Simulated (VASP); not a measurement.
```yaml
crystal:
  lattice:
    - [0.00000, 2.73241, 2.73241]
    - [2.73241, 0.00000, 2.73241]
    - [2.73241, 2.73241, 0.00000]
  atoms:
    - { symbol: Mg, position: [0.02745, 0.97255, 0.02745] }
    - { symbol: Se, position: [0.50000, 0.50000, 0.50000] }
```

Computed with r2SCAN meta-GGA, VASP's PBE PAW potentials (set 64) (plane waves; VASP). Settings: 480 eV cut-off, 8×8×8 Γ-centred mesh, Gaussian smearing of 0.050 eV, potentials Mg Se.

Problem. Which forces act on the atoms, in eV/Å?

Solution. 
```json
[
 {"atom": "Mg1", "Fx": "0.000", "Fy": "-0.393", "Fz": "0.000"},
 {"atom": "Se2", "Fx": "0.000", "Fy": "0.393", "Fz": "0.000"}
]
```

Problem. Give the stress tensor in GPa (positive for a compressed cell).

Solution. 
```
-0.17   0.00   0.00
 0.00   2.07   0.00
 0.00   0.00  -0.17
```
The pressure is its mean diagonal, 0.58 GPa.

The compound is MgSe in the rock salt structure. This cell was strained or had an atom moved on purpose.
